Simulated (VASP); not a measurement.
Output of a VASP run:

OSZICAR:
```
       N       E                     dE             d eps       ncg     rms          rms(c)
DAV:   1     0.203652046818E+03    0.20365E+03   -0.13997E+04  3516   0.340E+03
DAV:   2     0.242031498848E+00   -0.20341E+03   -0.19912E+03  3140   0.564E+02
DAV:   3    -0.138284486252E+02   -0.14070E+02   -0.13800E+02  3314   0.121E+02
DAV:   4    -0.141788105587E+02   -0.35036E+00   -0.34643E+00  3354   0.189E+01
DAV:   5    -0.141861298396E+02   -0.73193E-02   -0.72476E-02  3308   0.298E+00    0.110E+01
DAV:   6    -0.139121774697E+02    0.27395E+00   -0.38483E+00  3120   0.147E+01    0.440E+00
DAV:   7    -0.137877258874E+02    0.12445E+00   -0.78583E-01  3384   0.863E+00    0.336E+00
DAV:   8    -0.137664297301E+02    0.21296E-01   -0.76360E-02  3622   0.282E+00    0.327E-01
DAV:   9    -0.137656765246E+02    0.75321E-03   -0.23346E-03  3658   0.760E-01    0.200E-01
DAV:  10    -0.137654153679E+02    0.26116E-03   -0.10022E-03  4034   0.669E-01    0.435E-02
DAV:  11    -0.137654180775E+02   -0.27096E-05   -0.40247E-05  3146   0.511E-02    0.120E-02
DAV:  12    -0.137654190452E+02   -0.96773E-06   -0.25889E-06  3904   0.271E-02    0.175E-03
DAV:  13    -0.137654188730E+02    0.17217E-06   -0.16387E-07  1852   0.427E-03    0.910E-04
DAV:  14    -0.137654188251E+02    0.47914E-07   -0.21622E-08  1592   0.226E-03
   1 F= -.13765419E+02 E0= -.13765419E+02  d E =0.000000E+00
```

### OUTCAR
```
------------------------ aborting loop because EDIFF is reached ----------------------------------------
  FORCE on cell =-STRESS in cart. coord.  units (eV):
  Direction    XX          YY          ZZ          XY          YZ          ZX
  --------------------------------------------------------------------------------------
  Total       -0.0088316     -0.0088316     -0.0088316      0.0000000     -0.0000000      0.0000000
  in kB       -0.5075163     -0.5075163     -0.5075163      0.0000000     -0.0000000      0.0000000
  external PRESSURE =      -0.5075163 kB  Pullay stress =       0.0000000 kB
  volume of cell :       27.88
      direct lattice vectors                 reciprocal lattice vectors
     3.032261630  0.000000000  0.000000000     0.329786846  0.000000000  0.000000000
     0.000000000  3.032261630  0.000000000     0.000000000  0.329786846  0.000000000
     0.000000000  0.000000000  3.032261630     0.000000000  0.000000000  0.329786846
 POSITION                                       TOTAL-FORCE (eV/Angst)
 -----------------------------------------------------------------------------------
      0.00000      0.00000      0.00000         0.000000      0.000000      0.000000
      1.51613      1.51613      1.51613         0.000000      0.000000      0.000000
 -----------------------------------------------------------------------------------
    total drift:                               -0.000000      0.000000      0.000000
  FREE ENERGIE OF THE ION-ELECTRON SYSTEM (eV)
  ---------------------------------------------------
  free  energy   TOTEN  =       -13.7654188251 eV

  energy  without entropy=      -13.7654188251  energy(sigma->0) =      -13.76541883

 total charge

# of ion       s       p       d       tot
------------------------------------------
    1        0.322   6.255   7.343  13.920
    2        1.121   1.133  10.114  12.368
--------------------------------------------------
tot          1.444   7.387  17.457  26.288
```
(Selected blocks of OUTCAR.)

POSCAR:
```
GeRh
1
    3.0322616303     0.0000000000     0.0000000000
    0.0000000000     3.0322616303     0.0000000000
   -0.0000000000    -0.0000000000     3.0322616303
Rh Ge
1 1
Direct
  0.0000000000   0.0000000000   0.0000000000
  0.5000000000   0.5000000000   0.5000000000
```

Task: Reconstruct the remaining input files.

Result: This is not unique; one that fits is the input of the run itself, PBEsol GGA, plane waves, VASP's PBE PAW potentials (set 64).

INCAR:
```
SYSTEM = GeRh
PREC = Accurate
ENCUT = 400
EDIFF = 1E-7
NELM = 100
ALGO = Normal
LREAL = .FALSE.
LASPH = .TRUE.
ISMEAR = -5
GGA = PS
LMAXMIX = 4
LWAVE = .FALSE.
LCHARG = .TRUE.
LORBIT = 11
NEDOS = 601
ISIF = 2
```

### KPOINTS
```
Regular mesh
0
Gamma
  13 13 13
```

POTCAR, in this order: Rh_pv Ge_d (PBE.64 set). Program: vasp_std.

For a metal the tetrahedron method with Blöchl corrections gives inexact stress and forces.

The structure was generated: GeRh was put into the CsCl type (Pm-3m), which need not be its known phase. It was relaxed first. The electron count is odd and the run is not spin-polarised, which forces a metal.
